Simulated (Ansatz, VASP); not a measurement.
# Sb2Se3 in two plane-wave programs

One calculation is typed for both programs; each brings its own data sets. How far apart do they land? The cell is taken from a series of runs on this material, whose earlier steps may have relaxed, scaled, displaced or heated it; both programs get it as it stands.

Method: plane waves, with VASP 6.6.1 beside it; single point at HSE06, in Ansatz 0.2.0.

## (1) The starting structure

The cell holds 5 atoms: 3 Se and 2 Sb. Its edges and angles: a = 4.063 Å, b = 4.063 Å, c = 37.000 Å, α = 90.0°, β = 90.0°, γ = 120.0°. Vacuum lies along c.

Coordinates:

```cif
data_structure
_symmetry_space_group_name_H-M 'P 1'
_symmetry_Int_Tables_number 1
_cell_length_a 4.0634
_cell_length_b 4.0634
_cell_length_c 37.0000
_cell_angle_alpha 90.000
_cell_angle_beta 90.000
_cell_angle_gamma 120.000
_cell_volume 529.07
loop_
_atom_site_label
_atom_site_type_symbol
_atom_site_fract_x
_atom_site_fract_y
_atom_site_fract_z
_atom_site_occupancy
Se1 Se 0.00000 0.00000 0.50000 1
Se2 Se 0.66667 0.33333 0.59322 1
Se3 Se 0.33333 0.66667 0.40678 1
Sb4 Sb 0.33333 0.66667 0.55119 1
Sb5 Sb 0.66667 0.33333 0.44881 1
```

## (2) Ansatz: single point, HSE06

Ansatz runs on its PAW soft_1 files.

A single point gives forces, pressure and levels at one fixed geometry, so differences don't come from the geometry; what else differs is listed under the comparison.

File input.yaml:

```yaml
crystal:
  lattice:
    - [4.0634055082, 0.0, 0.0]
    - [-2.0317027541, 3.519012396, 0.0]
    - [0.0, 0.0, 37.0]
  atoms:
    - { symbol: Se, position: [0.0, 0.0, 0.5] }
    - { symbol: Sb, position: [0.3333333333, 0.6666666667, 0.5511895415] }
    - { symbol: Sb, position: [0.6666666667, 0.3333333333, 0.4488104585] }
    - { symbol: Se, position: [0.6666666667, 0.3333333333, 0.5932210228] }
    - { symbol: Se, position: [0.3333333333, 0.6666666667, 0.4067789772] }
  periodic: [true, true, false]
kpoints:
  mp_grid: { grid: [3, 3, 1] }
  band_path:
    path:
      - [0.0, 0.0, 0.0]
      - [0.5, 0.0, 0.0]
      - [0.3333333333, 0.3333333333, 0.0]
      - [0.25, 0.0, 0.0]
    npoints: 1
hamiltonian:
  xc: hse06
  pseudopotentials: { kind: paw, azcp: { folder: soft_1 } }
scf:
  occupations: { method: fixed }
  n_extra_bands: 5
  convergence: { dr2_threshold: 1.0e-10 }
output:
  eigenvalues: true
  write_density: true
  write_potential: true
  elf: true
  volumetric_format: npy
```

The run is started by

```bash
ansatz run input.yaml --threads 4 --pin off --max-ram 17510MiB --backend cpu --events-out ev --progress --plain --runs-dir out
```

Numbers of over 12 decimals in the logs are rounded to 6 here.

What it wrote:

```text
scf.n_extra_bands = 5 over 39 filled bands (N_el = 78.0): the run solves 44 bands
Engine: ansatz 0.2.0, aarch64-unknown-linux-gnu
Pseudopotentials: kind: paw
Pseudopotential: Se, paw, valence charge 16, recommended cutoff 420 eV (normal), soft_1/Se.paw.azcp
Pseudopotential: Sb, paw, valence charge 15, recommended cutoff 420 eV (normal), soft_1/Sb.paw.azcp
Functional definition: HSE06
  parameter a = 0.25
  parameter omega = 0.11/bohr
  exchange = pbe_x - a*pbe_x_sr(omega) + a*exact_x_sr(omega)
  correlation = pbe_c
davidson cushion auto → on  (no smearing: the cushion is to keep the highest requested band from converging to the state above it; pin scf.eigensolver.cushion to override)
Crystal: 5 atoms, lattice volume = 529.069 Å³
Basis set: ecut = 420 eV, 10299 PW (Γ)
Bands: 44, of which v1, the nominal top of the filled ones, is band 39 counted from 1 (38 counted from 0)
Symmetry: 12 space group operations
Space group: P-3m1 (ITA 164), of the structure as read, at distance tolerance 8.1e-5 Å
k-points: 3 of 9
Non-local potential: Se, projectors of the file, l = 0: 2, l = 1: 2, l = 2: 3, l = 3: 1
Non-local potential: Sb, projectors of the file, l = 0: 2, l = 1: 2, l = 2: 2, l = 3: 1
PAW form: soft (Blöchl's): semilocal exchange-correlation on the pseudo side does not see the compensation charge
PAW frozen core: Se, regenerated for the run's functional, and the local potential with it (the file was generated under x = pbe(κ = 0.804, μ = 0.219515), c = pbe(β = 0.066725))
PAW frozen core: Sb, regenerated for the run's functional, and the local potential with it (the file was generated under x = pbe(κ = 0.804, μ = 0.219515), c = pbe(β = 0.066725))
PAW one-centre angular grid: Se, 590 points (default); XC on 64 Gauss nodes
PAW one-centre angular grid: Sb, 590 points (default); XC on 64 Gauss nodes
Initial density: superposition of atomic densities (neutral atoms: chi_scale 0, normalization atom)
Initial wavefunctions: pseudopotential atomic-orbital guess
Functional: x = pbe(κ = 0.804, μ = 0.219515), c = pbe(β = 0.066725), warm-up for x = pbe(κ = 0.804, μ = 0.219515) + 0.25 (exact − pbe) at short range (hse, ω = 0.207870 Å⁻¹), c = pbe(β = 0.066725); HSE06 as pw.x's `hse` composes it (authors' and Libxc's form: `xc: wpbeh`)
iter 1 solved again at ethr=3.80e-3 eV; its pass at ethr=1.00e-1 eV (dr2=2.96e0 eV) is discarded
SCF iter   1: F=—  HF=-29378.260860 eV  |F-HF|=—  |Δ(HF+E_count)|=         —  Δρ=1.45e-2  dr2=2.70e0  ethr=3.80e-3  ⟨swp⟩=4.0  Hψ=694  notcnv=0
preconditioner: auto → none  [insulator: Δε(μ)=1.063 eV  Ē_g=8.285 eV  n_scr=88 (ndim 8)  ℏωp=8.5 eV  f_vac=0.719]
SCF iter   2: F=—  HF=-29378.726818 eV  |F-HF|=—  |Δ(HF+E_count)|=   4.66e-1  Δρ=1.49e-2  dr2=9.87e0  ethr=3.46e-3  ⟨swp⟩=4.3  Hψ=357  notcnv=0  recentre
SCF iter   3: F=—  HF=-29377.949625 eV  |F-HF|=—  |Δ(HF+E_count)|=   7.77e-1  Δρ=8.88e-3  dr2=2.06e0  ethr=3.46e-3  ⟨swp⟩=4.0  Hψ=333  notcnv=0
iter 4 solved again at ethr=7.37e-5 eV; its pass at ethr=2.65e-3 eV (dr2=5.75e-2 eV) is discarded
SCF iter   4: F=—  HF=-29377.702576 eV  |F-HF|=—  |Δ(HF+E_count)|=   2.47e-1  Δρ=3.52e-3  dr2=5.70e-2  ethr=7.37e-5  ⟨swp⟩=3.7  Hψ=621  notcnv=0
SCF iter   5: F=—  HF=-29377.710582 eV  |F-HF|=—  |Δ(HF+E_count)|=   8.01e-3  Δρ=1.39e-3  dr2=5.85e-2  ethr=7.31e-5  ⟨swp⟩=4.0  Hψ=342  notcnv=0
SCF iter   6: F=—  HF=-29377.703274 eV  |F-HF|=—  |Δ(HF+E_count)|=   7.31e-3  Δρ=2.79e-4  dr2=6.50e-4  ethr=7.31e-5  ⟨swp⟩=2.7  Hψ=295  notcnv=0
SCF iter   7: F=—  HF=-29377.703420 eV  |F-HF|=—  |Δ(HF+E_count)|=   1.45e-4  Δρ=1.10e-4  dr2=8.47e-5  ethr=8.33e-7  ⟨swp⟩=4.3  Hψ=454  notcnv=0
SCF iter   8: F=-29377.703394 eV  HF=-29377.703419 eV  |F-HF|=2.55e-5  |Δ(HF+E_count)|=   4.70e-7  Δρ=3.62e-5  dr2=1.54e-5  ethr=1.09e-7  ⟨swp⟩=3.3  Hψ=394  notcnv=0
SCF 1 stopped early in 8 iterations: F = -29377.703394 eV  dr2 = 1.54e-5
  greatest PAW one-centre occupation: 1.000 electrons in one spin orbital (limit 2), on the Se atom at site 4 (counted from 0), in its partial waves of l = 2
Initial density: handed on by an earlier stage of this run
Initial wavefunctions: those handed on with the density
Functional: x = pbe(κ = 0.804, μ = 0.219515) + 0.25 (exact − pbe) at short range (hse, ω = 0.207870 Å⁻¹), c = pbe(β = 0.066725); HSE06 as pw.x's `hse` composes it (authors' and Libxc's form: `xc: wpbeh`)
Exchange kernel: α = 0.2500, screened, ω = 0.2079 Å⁻¹, Wigner–Seitz truncation, v(0) = 992.6041 eV·Å³, q-mesh 3×3×1, nearest image of the exchange supercell L = 12.19 Å, pair-density grid 20×20×150, without the augmentation charges, whose exchange is taken in its separable form by FFT convolution over the k-point mesh (sized by the pseudopotential files, 24×24×250 at the most), smooth part of the exact exchange by density-matrix convolution
Frozen-core exchange: fock
[...]
preconditioner: auto → none  [insulator: Δε(μ)=1.241 eV  Ē_g=9.254 eV  n_scr=88 (ndim 8)  ℏωp=8.5 eV  f_vac=0.722]
[...]
SCF 2 stopped early in 6 iterations: F = -29390.257765 eV  dr2 = 6.94e-6
hybrid outer 1: dexx = +1.941e-2 eV, tail = 1.94e-4 eV
Exchange kernel: α = 0.2500, screened, ω = 0.2079 Å⁻¹, Wigner–Seitz truncation, v(0) = 992.6041 eV·Å³, q-mesh 3×3×1, nearest image of the exchange supercell L = 12.19 Å, pair-density grid 20×20×150, without the augmentation charges, whose exchange is taken in its separable form by FFT convolution over the k-point mesh (sized by the pseudopotential files, 24×24×250 at the most), smooth part of the exact exchange by density-matrix convolution
Frozen-core exchange: fock
SCF iter   1: F=—  HF=-29390.257711 eV  |F-HF|=—  |Δ(HF+E_count)|=         —  Δρ=2.43e-5  dr2=4.66e-6  ethr=1.25e-6  ⟨swp⟩=2.0  Hψ=291  notcnv=0
preconditioner: auto → none  [insulator: Δε(μ)=1.230 eV  Ē_g=9.238 eV  n_scr=88 (ndim 8)  ℏωp=8.5 eV  f_vac=0.722]
SCF iter   2: F=—  HF=-29390.257716 eV  |F-HF|=—  |Δ(HF+E_count)|=   4.29e-6  Δρ=1.62e-5  dr2=1.11e-6  ethr=5.67e-9  ⟨swp⟩=4.0  Hψ=537  notcnv=0
SCF iter   3: F=—  HF=-29390.257715 eV  |F-HF|=—  |Δ(HF+E_count)|=   2.96e-7  Δρ=4.17e-6  dr2=4.26e-7  ethr=1.12e-9  ⟨swp⟩=3.0  Hψ=418  notcnv=0
SCF iter   4: F=—  HF=-29390.257717 eV  |F-HF|=—  |Δ(HF+E_count)|=   1.34e-6  Δρ=2.46e-6  dr2=9.07e-8  ethr=2.31e-10  ⟨swp⟩=4.3  Hψ=463  notcnv=0
iter 5 solved again at ethr=4.17e-12 eV; its pass at ethr=9.25e-11 eV (dr2=3.25e-9 eV) is discarded
SCF iter   5: F=—  HF=-29390.257717 eV  |F-HF|=—  |Δ(HF+E_count)|=   2.37e-8  Δρ=8.70e-7  dr2=1.09e-8  ethr=4.17e-12  ⟨swp⟩=4.0  Hψ=655  notcnv=0
SCF iter   6: F=—  HF=-29390.257717 eV  |F-HF|=—  |Δ(HF+E_count)|=   4.41e-8  Δρ=8.69e-7  dr2=1.65e-8  ethr=4.08e-12  ⟨swp⟩=5.0  Hψ=496  notcnv=0
SCF iter   7: F=—  HF=-29390.257717 eV  |F-HF|=—  |Δ(HF+E_count)|=   2.48e-9  Δρ=1.29e-7  dr2=8.27e-10  ethr=4.08e-12  ⟨swp⟩=4.0  Hψ=360  notcnv=0
SCF iter   8: F=—  HF=-29390.257717 eV  |F-HF|=—  |Δ(HF+E_count)|=   2.61e-9  Δρ=1.88e-7  dr2=6.62e-10  ethr=1.56e-12 (applied; sched 1.00e-12)  ⟨swp⟩=5.3  Hψ=360  notcnv=0
SCF iter   9: F=-29390.257717 eV  HF=-29390.257717 eV  |F-HF|=1.38e-10  |Δ(HF+E_count)|=  7.28e-12  Δρ=2.11e-8  dr2=3.30e-11  ethr=1.28e-12 (applied; sched 1.00e-12)  ⟨swp⟩=3.0  Hψ=303  notcnv=0
SCF 3 converged in 9 iterations: F = -29390.257717 eV  dr2 = 3.30e-11
hybrid outer 2: dexx = +1.755e-6 eV, tail = 5.82e-8 eV, Δε = 6.09e-3 eV (about 1.93e-4 eV left of the loop's levels)
NSCF: frozen V_eff on 4 k-points
WARN: The output density's exchange-correlation potential varies sharply where the density is thin. Do not read a vacuum level from v_tot or v_xc, or from such a field of the output density. On a cell that repeats whose density bears no net charge and no dipole along the vacuum's axis use v_es (v_loc + v_h of the components); under efield.dipole_correction with no amplitude use v_es + v_field, which holds any externa [...]
hybrid SCF converged: 2 outer / 15 inner (+8 warm-up), last move |dexx| = 1.76e-6 eV, tail = 5.82e-8 eV
Stability not checked: this state was not tested for a lower state beside it, because the functional holds exact exchange (a hybrid, or Hartree-Fock), whose exchange loop this test does not read (fock_operator; see scf.lower_state_search)
Free energy (F): -29390.257717 eV
Frozen-core exchange: fock
Harris-Foulkes:  -29390.257717 eV  (|F-HF|=1.38e-10)
Internal energy: -29390.257717 eV  (E = F + TS)
E sigma→0 (E₀):  -29390.257717 eV
Fermi energy:    -6.113082 eV
--- Per-component energies (eV) ---
  E_band       = -2798.175117
  E_kinetic    = 646.975752
  E_local      = -254489.861747  (includes V_loc(G=0)·N_el)
  E_nonlocal   = -294.914214
  E_hartree    = 126630.048325
  E_xc         = -366.759974
  E_vxc        = -363.895518  (∫ρ·V_xc dr)
  E_exx        = -284.930379  (= α·E_x^exact, valence–valence)
  E_paw        = -15277.615917  (= ΣΔE_a)
  E_vpaw       = -986.714669  (= ΣTr[D̂ρ^β])
  E_aug_tail   = -0.000849  (compensation charges beyond the density's cutoff)
  E_ewald      = 114049.963565
  E_core_change = -3.162279  (= ΣΔE_core)
  E_smearing   = -0.000000  (= −TS)
  E_closure    = -0.000000  (closes the sum)
  Σ components = -29390.257717   (vs F -29390.257717, Δ=-7.28e-12)
--- Band table (eV) ---
  k-point 0: bands = [... 35 lower, -7.2697, -7.2697, -6.9772, -6.1304, -4.8829, -3.8866, -3.8866, -2.9863, ... 1 higher]
  k-point 1: bands = [... 35 lower, -7.9286, -7.7112, -7.3276, -6.1131, -4.1400, -3.1498, -2.7936, -2.1504, ... 1 higher]
  k-point 2: bands = [... 35 lower, -9.0104, -7.9951, -6.5268, -6.5268, -3.5204, -2.6100, -2.6100, -1.2455, ... 1 higher]
  the weakly bound empty levels are not read free of the cell's end (exact_exchange)
```

(Continued in part 2 of 2.)

[Lines on the potential files, build, host, timing and source positions are cut from VASP's logs without a mark.]

[Logs are printed without paths, hosts, clocks, repeated set-up lines and the standing remarks that a program may print on its own settings, such as how far it seeks lower states.]

[Hosts, paths, dates, database ids (printed as entryN), source tags and the programs' standing remarks are cut or masked in the printed files.]
